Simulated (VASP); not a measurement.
Given:

```xyz
4
Lattice="2.7855 0.0000 0.0000 -1.3927 2.4123 0.0000 0.0000 0.0000 4.8695" Properties=species:S:1:pos:R:3 pbc="T T T"
Ni     2.7855     0.0000     4.8695
Ni     2.7855     0.0000     2.4347
C      0.0000     1.6082     1.2174
C      1.3927     0.8041     3.6521
```

Calculation: r2SCAN meta-GGA, VASP's PBE PAW potentials (set 64) (plane waves; VASP). Settings: 520 eV cut-off, 14×14×7 Γ-centred mesh, tetrahedra with Blöchl corrections, potentials Ni C.

### Question
Give the energies of bands 4 to 17 at the high-symmetry points, in eV from the Fermi level.

### Answer

| band | Γ | M | K | A | L | H |
|---|---|---|---|---|---|---|
| 4 | -4.79 | -5.73 | -6.45 | -5.30 | -7.43 | -6.52 |
| 5 | -4.79 | -5.04 | -6.45 | -3.92 | -4.60 | -5.42 |
| 6 | -4.40 | -4.95 | -4.90 | -3.92 | -4.60 | -5.42 |
| 7 | -3.00 | -4.28 | -4.90 | -3.92 | -4.09 | -4.87 |
| 8 | -3.00 | -3.62 | -3.14 | -3.92 | -4.09 | -4.87 |
| 9 | -2.87 | -2.67 | -2.29 | -2.56 | -2.96 | -2.70 |
| 10 | -2.87 | -1.94 | -2.29 | -2.56 | -2.96 | -2.70 |
| 11 | -1.79 | -1.94 | -1.92 | -2.56 | -1.86 | -1.58 |
| 12 | -1.79 | -1.77 | -1.67 | -2.56 | -1.86 | -1.58 |
| 13 | -0.46 | -1.36 | -1.67 | -0.63 | -1.20 | -0.59 |
| 14 | 0.95 | -1.14 | -1.47 | -0.63 | -1.20 | -0.59 |
| 15 | 1.89 | -0.91 | 1.29 | 3.68 | 2.26 | -0.46 |
| 16 | 1.89 | 1.56 | 1.29 | 3.68 | 2.26 | -0.46 |
| 17 | 4.90 | 3.40 | 2.19 | 3.68 | 3.21 | 4.12 |

It has no gap at this level: it comes out as a metal or semimetal.

The structure was generated: NiC was put into the NiAs type type (P6_3/mmc), which need not be its known phase. It was relaxed first, which changed the volume by -16 %. The run is not spin-polarised, so no magnetic state was tried.
